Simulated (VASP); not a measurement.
Consider the following.

```xyz
3
Lattice="1.7237 -2.9856 0.0000 1.7237 2.9856 0.0000 0.0000 0.0000 5.7830" Properties=species:S:1:pos:R:3 pbc="T T T"
Ti     0.0000     0.0000     0.0000
Se     1.7237     0.9952     1.5346
Se     1.7237    -0.9952     4.2484
```

Level of theory: LDA (Ceperley-Alder, Perdew-Zunger), VASP's LDA PAW potentials (set 64) (plane waves; VASP). Run with 520 eV cut-off, Gaussian smearing of 0.050 eV, potentials Ti_sv Se.

Problem. Give the energies of bands 7 to 15 at the high-symmetry points, in eV from the Fermi level.

Solution. 
```
band      Γ      M      K      A      L      H
----  -----  -----  -----  -----  -----  -----
7     -5.87  -5.56  -4.64  -3.77  -5.61  -4.64
8     -2.31  -3.96  -4.27  -3.01  -5.02  -4.64
9     -2.31  -3.01  -4.27  -2.23  -2.90  -3.90
10     0.48  -2.96  -2.74  -2.23  -2.62  -3.53
11     0.48  -2.29  -2.74   0.34  -1.06  -2.12
12     0.48  -1.44  -2.42   0.34  -0.81  -2.12
13     0.53   0.02   1.23   0.46  -0.34   1.24
14     0.69   1.50   1.81   0.46   1.50   1.26
15     0.69   1.93   1.81   1.33   1.90   1.26
```

It has no gap at this level: it comes out as a metal or semimetal.

The compound is TiSe2 in the 1T layered structure. It was relaxed first, which changed the volume by -9 %.
